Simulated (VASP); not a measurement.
VASP input:

INCAR:
```
ALGO = Normal
EDIFF = 1E-6
EDIFFG = -0.01
ENCUT = 520
GGA = RE
IBRION = 2
ISIF = 3
ISMEAR = 0
LASPH = .True.
LCHARG = .False.
LMAXMIX = 4
LREAL = .False.
LWAVE = .False.
NELM = 100
NSW = 60
PREC = Accurate
SIGMA = 0.05
SYSTEM = AgI
```

**KPOINTS**
```
Automatic mesh
0
Gamma
6 6 6
0 0 0
```

**POSCAR**
```
AgI
1.0
  0.0000000000   3.2500000000   3.2500000000
  3.2500000000   0.0000000000   3.2500000000
  3.2500000000   3.2500000000   0.0000000000
Ag I
1 1
Direct
  0.0000000000   0.0000000000   0.0000000000
  0.2500000000   0.2500000000   0.2500000000
```

POTCAR, in this order: Ag I (PBE.64 set). Program: vasp_std.

Q: Write an equivalent input for Ansatz.

A: One equivalent input (not run):
Ansatz 0.2 input:
```yaml
crystal:
  lattice:
    - [0.0000000, 3.2500000, 3.2500000]
    - [3.2500000, 0.0000000, 3.2500000]
    - [3.2500000, 3.2500000, 0.0000000]
  atoms:
    - { symbol: Ag, position: [0.0000000, 0.0000000, 0.0000000] }
    - { symbol: I, position: [0.2500000, 0.2500000, 0.2500000] }
kpoints:
  mp_grid: { grid: [6, 6, 6] }
hamiltonian:
  xc: revpbe
  pseudopotentials: { kind: paw }
scf:
  occupations: { method: gaussian, width: 0.05 }
  max_iter: 100
relax:
  max_steps: 60
  f_tol: 0.01
  cell: {}
output: { forces: true, stress: true, eigenvalues: true }
```
Limits of the translation: each code has its own PAW files, so the cut-off isn't converted (ENCUT is set for VASP's; basis.ecutwfc is left out, and Ansatz then takes the one that its files recommend); Ansatz stops its SCF on the density residual and VASP on the energy change (EDIFF).

The compound is AgI in the zinc blende structure, whereas wurtzite is the usual form. This run relaxes it. Symmetry was kept, so distortions that lower it aren't found.
